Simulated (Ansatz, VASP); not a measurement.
# LiBe: VASP beside Ansatz, part 3 of 3

Wanted: the spread between two codes on one cell, functional and k mesh. The cell is taken from a series of runs on this material, whose earlier steps may have relaxed, scaled, displaced or heated it; both programs get it as it stands.

VASP 6.6.1 and Ansatz 0.2.0.

So far: Set-up; VASP: zone-centre phonons, PBEsol, pair 1; Ansatz: zone-centre phonons, PBEsol, pair 1; Comparison.

## (5) VASP: zone-centre phonons, PBEsol, pair 2

Level of this step: PBEsol; plane waves and PAW (Li_sv, Be) (VASP).

Second derivatives magnify differences that forces hide, and they need a tight electronic threshold. The cell compared in this pair holds 44.73 Å³, against 44.44 Å³ for the pair before.

The input, INCAR:

```
SYSTEM = LiBe
PREC = Accurate
ENCUT = 750
EDIFF = 1E-08
NELM = 120
ISMEAR = 1
SIGMA = 0.15
LREAL = .FALSE.
ALGO = Normal
GGA = PS
NBANDS = 11
LORBIT = 11
LWAVE = .FALSE.
LCHARG = .FALSE.
ISIF = 2
IBRION = 8
LASPH = .TRUE.
GGA_COMPAT = .FALSE.
KPAR = 2
```

The input, POSCAR:

```
LiBe
1.0
    2.8434643587     -3.0405401435      0.0000000000
    2.8434643587      3.0405401435      0.0000000000
    0.0000000000      0.0000000000      2.5868565484
Li Be
2 2
Direct
    0.7863519565      0.7863519565      0.0000000000
    0.2136480435      0.2136480435      0.0000000000
    0.3011051921      0.6988948079      0.5000000000
    0.6988948079      0.3011051921      0.5000000000
```

The input, KPOINTS:

```
Automatic mesh
0
Gamma
10 10 14
0 0 0
```

PAW data sets: Li_sv and Be (PBE family, release 64).

Started as:

```bash
$ mpirun -np 2 vasp_std
```

Numbers of over 12 decimals in the logs are rounded to 6 here.

Log:

```text
[banner, memory and clock lines left out]
running    2 mpi-ranks, on    1 nodes
[...]
[... a notice as in an earlier step ...]

 LDA part: xc-table for (Slater+PW92), standard interpolation
 POSCAR, INCAR and KPOINTS ok, starting setup
[...]
entering main loop
       N       E                     dE             d eps       ncg     rms          rms(c)
DAV:   1     0.284444992651E+02    0.28444E+02   -0.55816E+03  5456   0.113E+03
DAV:   2    -0.474415743131E+01   -0.33189E+02   -0.32148E+02  6319   0.203E+02
DAV:   3    -0.103499909054E+02   -0.56058E+01   -0.55608E+01 10191   0.557E+01
DAV:   4    -0.105084688936E+02   -0.15848E+00   -0.15807E+00  7049   0.104E+01
[...]
DAV:  12    -0.104949683965E+02   -0.64543E-07   -0.38310E-07  6531   0.695E-03    0.398E-04
DAV:  13    -0.104949683761E+02    0.20428E-07   -0.11583E-08  5894   0.124E-03    0.103E-04
DAV:  14    -0.104949683832E+02   -0.70360E-08   -0.24830E-09  4123   0.613E-04
   1 F= -.10494968E+02 E0= -.10494909E+02  d E =-.178149E-03
[...]
RMM:  11    -0.970075230200E-02    0.51186E-08   -0.11512E-08 14656   0.119E-04    0.446E-06
 first order change of Fermi-energy  -0.51022E-01
 force on displaced ion       3 direction 2 :   0.000  -4.258   0.000
 Linear response progress:
  Degree of freedom:   6/  6
       N       E                     dE             d eps       ncg     rms          rms(c)
RMM:   1    -0.524858022409E-02   -0.52486E-02   -0.20122E-03 16765   0.408E-01
RMM:   2    -0.531021486362E-02   -0.61635E-04   -0.16025E-04 19532   0.558E-02    0.181E-02
RMM:   3    -0.530907631661E-02    0.11385E-05   -0.27544E-05 21658   0.221E-02    0.110E-02
RMM:   4    -0.531091110690E-02   -0.18348E-05   -0.51416E-06 20902   0.163E-02    0.929E-04
RMM:   5    -0.531002717936E-02    0.88393E-06   -0.83328E-07 22065   0.411E-03    0.425E-04
RMM:   6    -0.530953210712E-02    0.49507E-06   -0.15364E-07 21666   0.160E-03    0.111E-04
RMM:   7    -0.530955483305E-02   -0.22726E-07   -0.38105E-08 22436   0.638E-04    0.320E-05
RMM:   8    -0.530963434247E-02   -0.79509E-07   -0.15400E-08 22006   0.228E-04    0.111E-05
RMM:   9    -0.530963976563E-02   -0.54232E-08   -0.53761E-09 22637   0.115E-04    0.400E-06
 first order change of Fermi-energy  -0.43669E-04
 force on displaced ion       3 direction 3 :   0.000  -0.001  -3.583
 Linear response finished
```

Parts of OUTCAR (step 5):

```text
  Total       -0.0463661     -0.0494991     -0.0500347      0.0000000      0.0000000      0.0000000
  in kB       -1.6607720     -1.7729933     -1.7921757      0.0000000      0.0000000      0.0000000
  external PRESSURE =      -1.7419804 kB  Pullay stress =       0.0000000 kB

 POSITION                                       TOTAL-FORCE (eV/Angst)
 -----------------------------------------------------------------------------------
      4.47193      0.00000      0.00000         0.001762      0.000000     -0.000000
      1.21500      0.00000      0.00000        -0.001762      0.000000      0.000000
      2.84346      1.20950      1.29343         0.000000      0.001925      0.000000
      2.84346     -1.20950      1.29343         0.000000     -0.001925     -0.000000
 -----------------------------------------------------------------------------------
    total drift:                               -0.000000      0.000000     -0.000000

[... 2 further parts left out ...]
```

## (6) Ansatz: zone-centre phonons, PBEsol, pair 2

The same cell, functional, mesh and smearing now go to Ansatz, which takes its cutoff from its data sets.

The cell is taken from a series of runs on this material, whose earlier steps may have relaxed, scaled, displaced or heated it; both programs get it as it stands.

The input, input.yaml:

```yaml
crystal:
  lattice:
    - [2.8434643587, -3.0405401435, 0.0]
    - [2.8434643587, 3.0405401435, 0.0]
    - [0.0, 0.0, 2.5868565484]
  atoms:
    - { symbol: Li, position: [0.7863519565, 0.7863519565, 0.0] }
    - { symbol: Li, position: [0.2136480435, 0.2136480435, 0.0] }
    - { symbol: Be, position: [0.3011051921, 0.6988948079, 0.5] }
    - { symbol: Be, position: [0.6988948079, 0.3011051921, 0.5] }
kpoints:
  mp_grid: { grid: [10, 10, 14] }
hamiltonian:
  xc: pbesol
  pseudopotentials: { kind: nc }
scf:
  occupations: { method: methfessel_paxton, width: 0.15 }
output:
  eigenvalues: true
phonons:
  method: dfpt
```

Started as:

```bash
$ ansatz run input.yaml --threads 4 --pin off --max-ram 7168MiB --backend cpu --events-out ev --progress --plain --runs-dir out
```

Log:

```text
[...]
Crystal: 4 atoms, lattice volume = 44.730 Å³
Basis set: ecut = 1197.300995 eV, 4227 PW (Γ), exchange–correlation on 96×96×60 points (8 copies of the dense FFT grid, shifted against one another)
Bands: 11, of which v1, the nominal top of the filled ones, is band 7 counted from 1 (6 counted from 0)
Symmetry: 8 space group operations
k-points: 416 of 1400 (irreducible under 2 space group operations, time reversal used)
[...]
k-point 1: bands = [... 3 lower, -40.4225, -2.7125, 2.3796, 2.5803, 4.0673, 7.1106, 8.9991, 11.2063]
  k-point 2: bands = [... 3 lower, -40.4170, -2.4725, 2.6973, 2.9088, 4.2581, 7.2559, 9.2280, 9.3320]
  k-point 415: bands = [... 3 lower, -40.3918, 2.7941, 2.8369, 2.9553, 3.4807, 5.3091, 6.0347, 9.9070]
[...]
ASR residual: 2.900e-5 → 0.000e0 eV/Å²; symmetrization residual: 5.159e-6 eV/Å²
  ASR residual per site (eV/Å²): 2.90e-5 2.90e-5 2.48e-5 2.48e-5
[...]
[key lines of the parts left out:]
SCF converged after 8 iterations
Free energy (F): -1143.470631 eV
Fermi energy:    3.842150 eV
```

## (7) Differences

What differs besides the data sets and the points named for the pairs above, as far as they apply: the data sets hold 14 valence electrons in Ansatz (on norm-conserving files, of PseudoDojo where its log says so) and 10 in VASP. Total energies have different zeros and are not compared.

The two programs side by side:

| quantity | Ansatz | VASP | difference |
| --- | --- | --- | --- |
| optical mode 1 (imaginary, printed as negative) (cm⁻¹) | -156.9 | -157.4 | +0.5 |
| optical mode 2 (cm⁻¹) | 250.1 | 249.7 | +0.16 % |
| optical mode 3 (cm⁻¹) | 332.4 | 333.3 | -0.28 % |
| optical mode 4 (cm⁻¹) | 334.9 | 336.5 | -0.45 % |
| optical mode 5 (cm⁻¹) | 483.3 | 482.4 | +0.19 % |
| optical mode 6 (cm⁻¹) | 491.9 | 490.9 | +0.19 % |
| optical mode 7 (cm⁻¹) | 524.5 | 522.9 | +0.31 % |
| optical mode 8 (cm⁻¹) | 527.7 | 525.8 | +0.36 % |
| optical mode 9 (cm⁻¹) | 569.2 | 567.3 | +0.34 % |

Modes are paired by rising frequency, not by their patterns, so a pair may set unlike modes beside each other; they are those without the splitting of longitudinal modes.

## (8) Results

```yaml
r_m_s_difference_of_the_optical_zone_centre_modes_each_program_s_sorted_by_frequency_zone_centre_phonons_pbesol_pair_1: 3.4 cm⁻¹
difference_in_optical_mode_2_zone_centre_phonons_pbesol_pair_1: -4.7 %
r_m_s_difference_of_the_optical_zone_centre_modes_each_program_s_sorted_by_frequency_zone_centre_phonons_pbesol_pair_2: 1.3 cm⁻¹
```

The r.m.s. difference of the optical zone-centre modes, each program's sorted by frequency is 3.4 cm⁻¹ (zone-centre phonons, PBEsol, pair 1). The data sets hold unlike numbers of valence electrons (14 in Ansatz and 10 in VASP), so part of the differences comes from the potentials. Among the rows given in per cent, the largest difference of the zone-centre phonons, PBEsol, pair 1 pair is in optical mode 2, -4.7 %. Such differences can come from data sets, numerical settings and the points named under the comparisons, not from the functional's error against experiment.

[Lines on the potential files, build, host, timing and source positions are cut from VASP's logs without a mark.]

[Logs are printed without paths, hosts, clocks, repeated set-up lines and the standing remarks that a program may print on its own settings, such as how far it seeks lower states.]

[Hosts, paths, dates, database ids (printed as entryN), source tags and the programs' standing remarks are cut or masked in the printed files.]
